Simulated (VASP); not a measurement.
Energy against volume of PdIn (CsCl type). Method: r2SCAN+rVV10, VASP's PBE PAW potentials (set 64) (plane waves; VASP). Numerical set-up: 520 eV cut-off, 11×11×11 Γ-centred mesh, first-order Methfessel-Paxton smearing of 0.10 eV, potentials In_d Pd.

| V (Å³/atom) | E (eV/atom) |
|---|---|
| 16.288 | -22.99642 |
| 16.808 | -23.01966 |
| 17.328 | -23.02639 |
| 17.848 | -23.01950 |

Q: Fit these four points and predict the energy of the run at 18.367 Å³/atom.

A: A cubic in V^(−2/3), the third-order Birch-Murnaghan form, passes through the four points with V0 = 17.31 Å³/atom and B0 = 140 GPa, and gives -23.0014 eV/atom there. The run gave -23.0014 eV/atom, +0.0 meV/atom from the fit; all five points give B0 = 140 GPa.

The compound is PdIn in the CsCl type structure. It was relaxed first.
